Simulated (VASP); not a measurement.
# A VASP study of AlCr2C (PBEsol + U): structure first, properties next, part 5 of 8

What structure does AlCr2C take at this level, and what are its properties? The start is a computed cell from the Materials Project.

VASP 6.6.1; PBEsol, DFT+U (Cr d 3 eV), spin-polarised from a ferromagnetic start; plane waves and PAW (Al, Cr_pv, C).

Still holding for the runs below: The magnetic state follows from one typed start and may not be the lowest. The k-mesh is coarse for a metal. A U on the itinerant d states of such a compound is hard to justify; it moves the bands at the Fermi level and favours large moments.

So far, moment of the cell, from the last line of the log (μB): 10.9 in steps 2, 3 and 4. The relaxed cell has a = 2.976, c = 13.174 Å (conventional setting).

## 5. Band structure (PBEsol + U)

The mesh alone shows little of the dispersion and can miss band extrema, so KPOINTS_OPT adds a path through the symmetry points after the self-consistent cycle.

Input file INCAR:

```
SYSTEM = AlCr2C
PREC = Accurate
ENCUT = 520
EDIFF = 1E-06
NELM = 100
ISMEAR = 0
SIGMA = 0.05
LREAL = .FALSE.
ALGO = Normal
GGA = PS
NBANDS = 62
ISPIN = 2
MAGMOM = -0.1 -0.1 2.961 2.961 2.961 2.961 -0.354 -0.354
LDAU = .TRUE.
LDAUTYPE = 2
LDAUL = -1 2 -1
LDAUU = 0 3 0
LDAUJ = 0 0 0
LDAUPRINT = 1
LASPH = .TRUE.
LMAXMIX = 4
LORBIT = 11
LWAVE = .FALSE.
LCHARG = .FALSE.
KPAR = 4
```

Input file POSCAR:

```
AlCr2C
1.0
    2.9755630427      0.0000000000      0.0000000000
   -1.4877815214      2.5769131855      0.0000000000
    0.0000000000      0.0000000000     13.1743114470
Al Cr C
2 4 2
Direct
    0.6666666700      0.3333333300      0.2500000000
    0.3333333300      0.6666666700      0.7500000000
    0.3333333300      0.6666666700      0.4141913893
    0.6666666700      0.3333333300      0.9141913893
    0.6666666700      0.3333333300      0.5858086107
    0.3333333300      0.6666666700      0.0858086107
    0.0000000000      0.0000000000      0.5000000000
    0.0000000000      0.0000000000      0.0000000000
```

Input file KPOINTS:

```
Automatic mesh
0
Gamma
9 9 2
0 0 0
```

Input file KPOINTS_OPT:

```
Line mode
12
Line-mode
Reciprocal
  0.00000000   0.00000000   0.00000000 GAMMA
  0.50000000   0.00000000   0.00000000 M

  0.50000000   0.00000000   0.00000000 M
  0.33333333   0.33333333   0.00000000 K

  0.33333333   0.33333333   0.00000000 K
  0.00000000   0.00000000   0.00000000 GAMMA

  0.00000000   0.00000000   0.00000000 GAMMA
  0.00000000   0.00000000   0.50000000 A

  0.00000000   0.00000000   0.50000000 A
  0.50000000   0.00000000   0.50000000 L

  0.50000000   0.00000000   0.50000000 L
  0.33333333   0.33333333   0.50000000 H

  0.33333333   0.33333333   0.50000000 H
  0.00000000   0.00000000   0.50000000 A

  0.50000000   0.00000000   0.50000000 L
  0.50000000   0.00000000   0.00000000 M

  0.33333333   0.33333333   0.00000000 K
  0.33333333   0.33333333   0.50000000 H
```

The projector-augmented-wave data sets are Al, Cr_pv and C (PBE family, release 64).

Started as:

```
> mpirun -np 4 vasp_std
```

Log:

```text
[... set-up lines as in an earlier step ...]
 entering main loop
       N       E                     dE             d eps       ncg     rms          rms(c)
DAV:   1     0.718293620177E+03    0.71829E+03   -0.30606E+04  5960   0.108E+03
DAV:   2    -0.186443783165E+02   -0.73694E+03   -0.68716E+03  5982   0.356E+02
DAV:   3    -0.684127918271E+02   -0.49768E+02   -0.47636E+02  6570   0.102E+02
DAV:   4    -0.696848566677E+02   -0.12721E+01   -0.12608E+01  6924   0.154E+01
DAV:   5    -0.697167340863E+02   -0.31877E-01   -0.31687E-01  8732   0.226E+00    0.403E+01
DAV:   6    -0.631750365314E+02    0.65417E+01   -0.62514E+01  7432   0.607E+01    0.356E+01
DAV:   7    -0.565478964961E+02    0.66271E+01   -0.27277E+01  7180   0.373E+01    0.939E+00
DAV:   8    -0.569610325668E+02   -0.41314E+00   -0.20330E+00  6818   0.489E+00    0.494E+00
DAV:   9    -0.571497420234E+02   -0.18871E+00   -0.39062E-01  7264   0.331E+00    0.307E+00
DAV:  10    -0.571189286172E+02    0.30813E-01   -0.22936E-01  7164   0.310E+00    0.181E+00
DAV:  11    -0.571703088753E+02   -0.51380E-01   -0.59468E-02  6664   0.136E+00    0.756E-01
DAV:  12    -0.571759415056E+02   -0.56326E-02   -0.60822E-03  7170   0.367E-01    0.409E-01
DAV:  13    -0.571779691551E+02   -0.20276E-02   -0.14769E-03  7706   0.200E-01    0.297E-01
DAV:  14    -0.571795638478E+02   -0.15947E-02   -0.31981E-04  6918   0.859E-02    0.145E-01
DAV:  15    -0.571800840591E+02   -0.52021E-03   -0.33753E-04  7368   0.783E-02    0.529E-02
DAV:  16    -0.571801184004E+02   -0.34341E-04   -0.71792E-05  6790   0.465E-02    0.242E-02
DAV:  17    -0.571801211091E+02   -0.27086E-05   -0.60872E-06  6686   0.135E-02    0.149E-02
DAV:  18    -0.571801252718E+02   -0.41627E-05   -0.21390E-06  5090   0.887E-03    0.579E-03
DAV:  19    -0.571801259766E+02   -0.70484E-06   -0.48745E-07  3328   0.414E-03
   1 F= -.57180126E+02 E0= -.57178176E+02  d E =-.389952E-02  mag=    10.9379
 Start KPOINTS_OPT (optional k-point list driver)
k-point batch [1-24\108]
       N       E                     dE             ncg
DAV:   1     0.320136665534E+04   -0.42194E+05     5960
DAV:   2    -0.141003093042E+05   -0.17302E+05     5958
DAV:   3    -0.151860005337E+05   -0.10857E+04     6716
DAV:   4    -0.152122404328E+05   -0.26240E+02     7272
DAV:   5    -0.152128311684E+05   -0.59074E+00     7400
DAV:   6    -0.152128431591E+05   -0.11991E-01     6674
DAV:   7    -0.152128435252E+05   -0.36609E-03     7052
DAV:   8    -0.152128435414E+05   -0.16245E-04     6548
DAV:   9    -0.152128435422E+05   -0.82634E-06     4996
[...]
k-point batch [97-108\108]
       N       E                     dE             ncg
DAV:   1     0.316051978269E+05   -0.31543E+05     2984
DAV:   2     0.230277365876E+05   -0.85775E+04     2982
DAV:   3     0.224980915970E+05   -0.52964E+03     3324
DAV:   4     0.224856071969E+05   -0.12484E+02     3592
DAV:   5     0.224853404466E+05   -0.26675E+00     3628
DAV:   6     0.224853352580E+05   -0.51886E-02     3300
DAV:   7     0.224853350977E+05   -0.16028E-03     3438
DAV:   8     0.224853350907E+05   -0.70142E-05     3200
DAV:   9     0.224853350903E+05   -0.33727E-06     2274
```

It took 2.1 min on 4 MPI ranks of Intel Xeon 6975P-C (Granite Rapids), shared host; peak memory 2.2 GiB.

Parts of OUTCAR (step 5):

```text
   k-points           NKPTS =     24   k-points in BZ     NKDIM =     24   number of bands    NBANDS=     62

   NELECT =      62.0000    total number of electrons

atom =   3  type =  2  l = 2

 onsite density matrix

spin component  1

  0.7441 -0.0000  0.0000 -0.0686  0.0000
 -0.0000  0.7118  0.0000 -0.0000 -0.0686
  0.0000  0.0000  0.7053 -0.0000 -0.0000
 -0.0686 -0.0000 -0.0000  0.7118  0.0000
  0.0000 -0.0686 -0.0000  0.0000  0.7441

spin component  2

 occupancies and eigenvectors

  o =  0.0625  v =  0.0000  0.0000  0.0000  0.0000  0.0000  0.3447 -0.5417  0.0000 -0.2588  0.7216      0.0000  0.0000  0.0000  0.0000  0.0000  0.0000  0.0000  0.0000  0.0000  0.0000
  o =  0.0625  v =  0.0000  0.0000  0.0000  0.0000  0.0000 -0.7216 -0.2588  0.0000  0.5417  0.3447      0.0000  0.0000  0.0000  0.0000  0.0000  0.0000  0.0000  0.0000  0.0000  0.0000
  o =  0.0758  v =  0.0000  0.0000  0.0000  0.0000  0.0000  0.0000  0.0000  1.0000 -0.0000 -0.0000      0.0000  0.0000  0.0000  0.0000  0.0000  0.0000  0.0000  0.0000  0.0000  0.0000
  o =  0.2220  v =  0.0000  0.0000  0.0000  0.0000  0.0000  0.2590  0.7215 -0.0000  0.3450  0.5416      0.0000  0.0000  0.0000  0.0000  0.0000  0.0000  0.0000  0.0000  0.0000  0.0000
  o =  0.2220  v =  0.0000  0.0000  0.0000  0.0000  0.0000 -0.5416  0.3450 -0.0000 -0.7215  0.2590      0.0000  0.0000  0.0000  0.0000  0.0000  0.0000  0.0000  0.0000  0.0000  0.0000
  o =  0.6575  v = -0.2678 -0.7073 -0.0000 -0.3382 -0.5600  0.0000  0.0000  0.0000  0.0000  0.0000      0.0000  0.0000  0.0000  0.0000  0.0000  0.0000  0.0000  0.0000  0.0000  0.0000
  o =  0.6575  v = -0.5600  0.3382  0.0000 -0.7073  0.2678  0.0000  0.0000  0.0000  0.0000  0.0000      0.0000  0.0000  0.0000  0.0000  0.0000  0.0000  0.0000  0.0000  0.0000  0.0000
  o =  0.7053  v = -0.0000  0.0000 -1.0000 -0.0000  0.0000  0.0000  0.0000  0.0000  0.0000  0.0000      0.0000  0.0000  0.0000  0.0000  0.0000  0.0000  0.0000  0.0000  0.0000  0.0000
  o =  0.7984  v =  0.3382 -0.5600 -0.0000 -0.2678  0.7073  0.0000  0.0000  0.0000  0.0000  0.0000      0.0000  0.0000  0.0000  0.0000  0.0000  0.0000  0.0000  0.0000  0.0000  0.0000
  o =  0.7984  v = -0.7073 -0.2678 -0.0000  0.5600  0.3382  0.0000  0.0000  0.0000  0.0000  0.0000      0.0000  0.0000  0.0000  0.0000  0.0000  0.0000  0.0000  0.0000  0.0000  0.0000

atom =   4  type =  2  l = 2

 onsite density matrix

spin component  1

  0.7441  0.0000  0.0000  0.0686  0.0000
  0.0000  0.7118 -0.0000 -0.0000  0.0686
  0.0000 -0.0000  0.7053  0.0000 -0.0000
  0.0686 -0.0000  0.0000  0.7118 -0.0000
  0.0000  0.0686 -0.0000 -0.0000  0.7441

spin component  2

 occupancies and eigenvectors

  o =  0.0625  v =  0.0000  0.0000  0.0000  0.0000  0.0000  0.3451  0.5416  0.0000  0.2590  0.7215      0.0000  0.0000  0.0000  0.0000  0.0000  0.0000  0.0000  0.0000  0.0000  0.0000
  o =  0.0625  v =  0.0000  0.0000  0.0000  0.0000  0.0000 -0.7215  0.2590  0.0000 -0.5416  0.3451      0.0000  0.0000  0.0000  0.0000  0.0000  0.0000  0.0000  0.0000  0.0000  0.0000
  o =  0.0758  v =  0.0000  0.0000  0.0000  0.0000  0.0000  0.0000 -0.0000  1.0000  0.0000 -0.0000      0.0000  0.0000  0.0000  0.0000  0.0000  0.0000  0.0000  0.0000  0.0000  0.0000
  o =  0.2220  v =  0.0000  0.0000  0.0000  0.0000  0.0000  0.2590 -0.7215 -0.0000 -0.3450  0.5416      0.0000  0.0000  0.0000  0.0000  0.0000  0.0000  0.0000  0.0000  0.0000  0.0000
  o =  0.2220  v =  0.0000  0.0000  0.0000  0.0000  0.0000 -0.5416 -0.3450 -0.0000  0.7215  0.2590      0.0000  0.0000  0.0000  0.0000  0.0000  0.0000  0.0000  0.0000  0.0000  0.0000
  o =  0.6575  v = -0.2678  0.7073 -0.0000  0.3383 -0.5600  0.0000  0.0000  0.0000  0.0000  0.0000      0.0000  0.0000  0.0000  0.0000  0.0000  0.0000  0.0000  0.0000  0.0000  0.0000
  o =  0.6575  v = -0.5600 -0.3383  0.0000  0.7073  0.2678  0.0000  0.0000  0.0000  0.0000  0.0000      0.0000  0.0000  0.0000  0.0000  0.0000  0.0000  0.0000  0.0000  0.0000  0.0000
[...]
o =  0.7984  v =  0.3382 -0.5600 -0.0000 -0.2678  0.7073  0.0000  0.0000  0.0000  0.0000  0.0000      0.0000  0.0000  0.0000  0.0000  0.0000  0.0000  0.0000  0.0000  0.0000  0.0000
  o =  0.7984  v = -0.7073 -0.2678 -0.0000  0.5600  0.3382  0.0000  0.0000  0.0000  0.0000  0.0000      0.0000  0.0000  0.0000  0.0000  0.0000  0.0000  0.0000  0.0000  0.0000  0.0000

atom =   6  type =  2  l = 2

 onsite density matrix

spin component  1

spin component  2

 occupancies and eigenvectors

  o =  0.0625  v =  0.0000  0.0000  0.0000  0.0000  0.0000  0.3451  0.5416  0.0000  0.2590  0.7215      0.0000  0.0000  0.0000  0.0000  0.0000  0.0000  0.0000  0.0000  0.0000  0.0000
  o =  0.0625  v =  0.0000  0.0000  0.0000  0.0000  0.0000 -0.7215  0.2590  0.0000 -0.5416  0.3451      0.0000  0.0000  0.0000  0.0000  0.0000  0.0000  0.0000  0.0000  0.0000  0.0000
  o =  0.0758  v =  0.0000  0.0000  0.0000  0.0000  0.0000  0.0000 -0.0000  1.0000  0.0000 -0.0000      0.0000  0.0000  0.0000  0.0000  0.0000  0.0000  0.0000  0.0000  0.0000  0.0000
  o =  0.2220  v =  0.0000  0.0000  0.0000  0.0000  0.0000  0.2590 -0.7215 -0.0000 -0.3450  0.5416      0.0000  0.0000  0.0000  0.0000  0.0000  0.0000  0.0000  0.0000  0.0000  0.0000
  o =  0.2220  v =  0.0000  0.0000  0.0000  0.0000  0.0000 -0.5416 -0.3450 -0.0000  0.7215  0.2590      0.0000  0.0000  0.0000  0.0000  0.0000  0.0000  0.0000  0.0000  0.0000  0.0000
  o =  0.6575  v = -0.2678  0.7073 -0.0000  0.3382 -0.5600  0.0000  0.0000  0.0000  0.0000  0.0000      0.0000  0.0000  0.0000  0.0000  0.0000  0.0000  0.0000  0.0000  0.0000  0.0000
  o =  0.6575  v = -0.5600 -0.3382  0.0000  0.7073  0.2678  0.0000  0.0000  0.0000  0.0000  0.0000      0.0000  0.0000  0.0000  0.0000  0.0000  0.0000  0.0000  0.0000  0.0000  0.0000
  o =  0.7053  v = -0.0000 -0.0000 -1.0000  0.0000  0.0000  0.0000  0.0000  0.0000  0.0000  0.0000      0.0000  0.0000  0.0000  0.0000  0.0000  0.0000  0.0000  0.0000  0.0000  0.0000
  o =  0.7984  v =  0.3382  0.5600 -0.0000  0.2678  0.7073  0.0000  0.0000  0.0000  0.0000  0.0000      0.0000  0.0000  0.0000  0.0000  0.0000  0.0000  0.0000  0.0000  0.0000  0.0000
  o =  0.7984  v = -0.7073  0.2678 -0.0000 -0.5600  0.3382  0.0000  0.0000  0.0000  0.0000  0.0000      0.0000  0.0000  0.0000  0.0000  0.0000  0.0000  0.0000  0.0000  0.0000  0.0000

 E-fermi :   8.2311

 spin component 1
 k-point     1 :       0.0000    0.0000    0.0000
  band No.  band energies     occupation
    ...
     34       7.1327      1.00000
     35       7.2241      1.00000
     36       7.2241      1.00000
     37       7.2552      1.00000
     38       7.2552      1.00000
     39       9.8192      0.00000
     40      10.9516      0.00000
     41      12.7019      0.00000
     42      13.0117      0.00000
     43      13.0117      0.00000
    ...

 k-point     2 :       0.1111   -0.0000    0.0000
  band No.  band energies     occupation
    ...
     34       7.0091      1.00000
     35       7.3788      1.00000
     36       7.4034      1.00000
     37       7.4085      1.00000
     38       7.6144      1.00000
     39       9.8825      0.00000
     40      11.1897      0.00000
     41      12.5291      0.00000
     42      12.6268      0.00000
     43      12.8979      0.00000
    ...

  Total        0.0219217      0.0219217      0.0290006     -0.0000000      0.0000000      0.0000000
  in kB        0.3476863      0.3476863      0.4599600     -0.0000000      0.0000000      0.0000000
  external PRESSURE =       0.3851109 kB  Pullay stress =       0.0000000 kB

 POSITION                                       TOTAL-FORCE (eV/Angst)
 -----------------------------------------------------------------------------------
      1.48778      0.85897      3.29358         0.000000      0.000000      0.000000
     -0.00000      1.71794      9.88073         0.000000      0.000000      0.000000
     -0.00000      1.71794      5.45669         0.000000      0.000000     -0.000469
      1.48778      0.85897     12.04384        -0.000000     -0.000000     -0.000469
      1.48778      0.85897      7.71763        -0.000000      0.000000      0.000469
     -0.00000      1.71794      1.13047         0.000000     -0.000000      0.000469
      0.00000      0.00000      6.58716         0.000000      0.000000      0.000000
      0.00000      0.00000      0.00000         0.000000      0.000000      0.000000
 -----------------------------------------------------------------------------------
    total drift:                               -0.000009      0.000005     -0.000000

  FREE ENERGIE OF THE ION-ELECTRON SYSTEM (eV)
  ---------------------------------------------------
  free  energy   TOTEN  =       -57.1801259766 eV

  energy  without entropy=      -57.1762264555  energy(sigma->0) =      -57.17817622

[... 12 parts as in an earlier step ...]

[... 12 further parts left out ...]
```

This step gave:

| Property | Result |
| --- | --- |
| bands | 62 |
| pressure | 0.03851 GPa |

Spin up. Electronic bands along the path, in eV, zero at the Fermi level; # counts the bands kept, so #1 is VASP's band 15:

```
          point    #19    #20    #21    #22    #23    #24   #25   #26
              Γ  -1.10  -1.10  -1.01  -1.01  -0.98  -0.98  1.59  2.72
0.45 of the way  -1.17  -1.14  -0.73  -0.69  -0.58   0.21  1.77  3.04
              M  -0.72  -0.71  -0.35  -0.35   0.12   0.32  0.92  1.05
0.45 of the way  -0.69  -0.43  -0.33  -0.10   0.24   0.29  1.28  1.69
              K  -0.35  -0.35   0.15   0.23   0.23   0.43  0.43  0.91
0.55 of the way  -1.09  -1.01  -1.00  -0.80  -0.30   0.76  1.86  3.08
              Γ  -1.10  -1.10  -1.01  -1.01  -0.98  -0.98  1.59  2.72
0.45 of the way  -1.10  -1.10  -1.00  -1.00  -0.98  -0.98  1.69  2.51
              A  -1.11  -1.11  -0.99  -0.99  -0.99  -0.99  2.04  2.04
0.45 of the way  -1.16  -1.16  -0.71  -0.71  -0.22  -0.22  2.51  2.51
              L  -0.72  -0.72  -0.35  -0.35   0.27   0.27  0.97  0.97
0.45 of the way  -0.58  -0.58  -0.24  -0.24   0.30   0.30  1.43  1.43
              H  -0.35  -0.35   0.22   0.22   0.45   0.45  0.46  0.46
0.45 of the way  -0.96  -0.96  -0.78  -0.78   0.43   0.43  2.66  2.66
              A  -1.11  -1.11  -0.99  -0.99  -0.99  -0.99  2.04  2.04
      jump to L  -0.72  -0.72  -0.35  -0.35   0.27   0.27  0.97  0.97
0.45 of the way  -0.72  -0.72  -0.35  -0.35   0.18   0.31  0.93  1.02
              M  -0.72  -0.71  -0.35  -0.35   0.12   0.32  0.92  1.05
      jump to K  -0.35  -0.35   0.15   0.23   0.23   0.43  0.43  0.91
0.45 of the way  -0.35  -0.35   0.22   0.23   0.23   0.44  0.44  0.76
              H  -0.35  -0.35   0.22   0.22   0.45   0.45  0.46  0.46
```

Of the projections kept (Al, Cr, C), the largest for each band there; the rest of the weight can lie on other orbitals:

```csv
point,#19,#20,#21,#22,#23,#24,#25,#26
Γ,Cr 1.00,Cr 1.00,Cr 0.99,Cr 0.99,Cr 0.99,Cr 0.99,Cr 0.79,Cr 0.55
M,Cr 0.98,Cr 0.98,Cr 1.00,Cr 1.00,Cr 0.89,Cr 0.95,Cr 0.81,Cr 0.76
K,Cr 0.80,Cr 0.80,Cr 0.85,Cr 0.84,Cr 0.84,Cr 0.91,Cr 0.91,Cr 0.84
Γ,Cr 1.00,Cr 1.00,Cr 0.99,Cr 0.99,Cr 0.99,Cr 0.99,Cr 0.79,Cr 0.55
A,Cr 1.00,Cr 1.00,Cr 0.99,Cr 0.99,Cr 0.99,Cr 0.99,Cr 0.70,Cr 0.70
L,Cr 0.98,Cr 0.98,Cr 1.00,Cr 1.00,Cr 0.92,Cr 0.92,Cr 0.78,Cr 0.78
```

Spin down. The electronic bands at the labelled points (eV, zero at the Fermi level; # counts the bands kept, so #1 is VASP's band 15):

| point | #9 | #10 | #11 | #12 | #13 | #14 | #15 | #16 |
| --- | --- | --- | --- | --- | --- | --- | --- | --- |
| Γ | -1.99 | -1.06 | 1.25 | 1.96 | 2.28 | 2.28 | 2.31 | 2.31 |
| 0.45 of the way | -1.77 | -0.98 | 0.67 | 1.04 | 1.06 | 1.44 | 2.28 | 2.41 |
| M | -2.34 | -2.34 | -0.90 | -0.60 | -0.09 | 0.05 | 2.27 | 2.75 |
| 0.45 of the way | -2.72 | -2.19 | -0.77 | -0.53 | 0.03 | 0.42 | 1.20 | 2.03 |
| K | -1.95 | -1.55 | -1.55 | -1.33 | -0.47 | -0.47 | 0.80 | 1.64 |
| 0.55 of the way | -1.56 | -0.89 | 0.43 | 1.00 | 1.02 | 1.47 | 1.86 | 1.90 |
| Γ | -1.99 | -1.06 | 1.25 | 1.96 | 2.28 | 2.28 | 2.31 | 2.31 |
| 0.45 of the way | -1.99 | -1.26 | 1.37 | 1.89 | 2.29 | 2.29 | 2.30 | 2.30 |
| A | -1.86 | -1.86 | 1.67 | 1.67 | 2.29 | 2.29 | 2.29 | 2.29 |
| 0.45 of the way | -1.35 | -1.35 | 0.78 | 0.78 | 1.34 | 1.34 | 2.38 | 2.38 |
| L | -2.34 | -2.34 | -0.76 | -0.76 | 0.01 | 0.01 | 2.53 | 2.53 |
| 0.45 of the way | -2.45 | -2.45 | -0.66 | -0.66 | 0.22 | 0.22 | 1.59 | 1.59 |
| H | -1.64 | -1.64 | -1.55 | -1.55 | -0.47 | -0.47 | 1.20 | 1.20 |
| 0.45 of the way | -1.07 | -1.07 | 0.26 | 0.26 | 1.20 | 1.20 | 1.48 | 1.48 |
| A | -1.86 | -1.86 | 1.67 | 1.67 | 2.29 | 2.29 | 2.29 | 2.29 |
| jump to L | -2.34 | -2.34 | -0.76 | -0.76 | 0.01 | 0.01 | 2.53 | 2.53 |
| 0.45 of the way | -2.34 | -2.34 | -0.85 | -0.66 | -0.05 | 0.04 | 2.36 | 2.71 |
| M | -2.34 | -2.34 | -0.90 | -0.60 | -0.09 | 0.05 | 2.27 | 2.75 |
| jump to K | -1.95 | -1.55 | -1.55 | -1.33 | -0.47 | -0.47 | 0.80 | 1.64 |
| 0.45 of the way | -1.87 | -1.55 | -1.55 | -1.41 | -0.47 | -0.47 | 0.90 | 1.52 |
| H | -1.64 | -1.64 | -1.55 | -1.55 | -0.47 | -0.47 | 1.20 | 1.20 |

Of the projections kept (Al, Cr, C), the largest for each band there; the rest of the weight can lie on other orbitals:

| point | #9 | #10 | #11 | #12 | #13 | #14 | #15 | #16 |
| --- | --- | --- | --- | --- | --- | --- | --- | --- |
| Γ | Cr 0.57 | Cr 0.56 | Cr 0.97 | Cr 0.99 | Cr 0.99 | Cr 0.99 | Cr 1.00 | Cr 1.00 |
| M | Cr 0.54 | Cr 0.54 | Cr 0.82 | Cr 0.80 | Cr 1.00 | Cr 0.98 | Cr 0.96 | Cr 0.96 |
| K | Cr 0.57 | Al 0.50 | Al 0.50 | Cr 0.51 | Cr 0.84 | Cr 0.84 | Cr 1.00 | Cr 0.97 |
| Γ | Cr 0.57 | Cr 0.56 | Cr 0.97 | Cr 0.99 | Cr 0.99 | Cr 0.99 | Cr 1.00 | Cr 1.00 |
| A | Cr 0.55 | Cr 0.55 | Cr 0.98 | Cr 0.98 | Cr 1.00 | Cr 1.00 | Cr 1.00 | Cr 1.00 |
| L | Cr 0.54 | Cr 0.54 | Cr 0.82 | Cr 0.82 | Cr 0.99 | Cr 0.99 | Cr 0.91 | Cr 0.91 |

There is no gap at this level.

Spin up: of the bands kept, 4 cross the Fermi level on this path. Spin down: of the bands kept, 4 cross the Fermi level on this path.

(Continued in part 6 of 8.)

[Lines on the potential files, build, host, timing and source positions are cut from VASP's logs without a mark.]

[Logs are printed without paths, hosts, clocks, repeated set-up lines and the standing remarks that a program may print on its own settings, such as how far it seeks lower states.]

[Hosts, paths, dates, database ids (printed as entryN), source tags and the programs' standing remarks are cut or masked in the printed files.]

[A measured line is paired with the nearest computed mode of its activity, which favours agreement.]
